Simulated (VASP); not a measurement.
Computed with PBEsol GGA, VASP's PBE PAW potentials (set 64) (plane waves; VASP).

VASP input:

### KPOINTS
```
Regular mesh
0
Gamma
7 7 7
0 0 0
```

File POSCAR:
```
Ni3Fe
1.0
  3.5940200000   0.0000000000   0.0000000000
  0.0000000000   3.5940200000   0.0000000000
  0.0000000000   0.0000000000   3.5940200000
Fe Ni
1 3
Cartesian
  0.0000000000   0.0000000000   0.0000000000
  0.0000000000   1.7970100000   1.7970100000
  1.7970100000   0.0000000000   1.7970100000
  1.7970100000   1.7970100000   0.0000000000
```

### INCAR
```
ALGO=Normal
EDIFF=1E-6
EDIFFG=-0.01
ENCUT=300
GGA=PS
IBRION=2
ISIF=3
ISMEAR=-1
ISPIN=2
LASPH=T
LCHARG=F
LMAXMIX=4
LORBIT=11
LREAL=F
LWAVE=F
MAGMOM=3.0 0.5 0.5 0.5
NELM=100
NSW=50
PREC=Accurate
SIGMA=0.136
SYSTEM=Ni3Fe
```

POTCAR, in this order: Fe Ni (PBE.64 set). Program: vasp_std.

At this cut-off the stress carries a Pulay error, which pulls relaxed volumes low. Energy and stress use the plane-wave basis of the starting cell.

Estimate the energy per atom (σ→0), cell moment, volume per atom, band gap (on the k-mesh).

energy per atom (σ→0): -6.918 eV/atom
cell moment: 4.62 μB
band gap (on the k-mesh): none (metal, semimetal or under 0.01 eV)
volume per atom: 10.61 Å^3/atom

### OSZICAR
```
...
DAV:   1    -0.277837738068E+02   -0.21743E-02   -0.25166E-02  2008   0.224E+00    0.483E-01
DAV:   2    -0.277941579615E+02   -0.10384E-01   -0.47080E-02  2361   0.516E+00    0.172E+00
DAV:   3    -0.277818166126E+02    0.12341E-01   -0.29190E-02  2342   0.480E+00    0.278E-01
DAV:   4    -0.277816527269E+02    0.16389E-03   -0.16936E-03  2267   0.597E-01    0.911E-02
DAV:   5    -0.277816221742E+02    0.30553E-04   -0.11851E-04  2789   0.140E-01    0.333E-02
DAV:   6    -0.277816065988E+02    0.15575E-04   -0.15118E-05  2510   0.444E-02    0.120E-02
DAV:   7    -0.277816057259E+02    0.87291E-06   -0.17542E-06  1461   0.235E-02
   4 F= -.27781606E+02 E0= -.27673181E+02  d E =-.213901E+00  mag=     4.6250
```

The structure is a typed Ni3Fe crystal (Pm-3m). This run relaxes it. Symmetry was kept, so distortions that lower it aren't found. The run is one of a series of settings (EDIFFG = -0.01, IBRION = 2, ISIF = 3, NSW = 50 against the base run), some of them coarse on purpose.
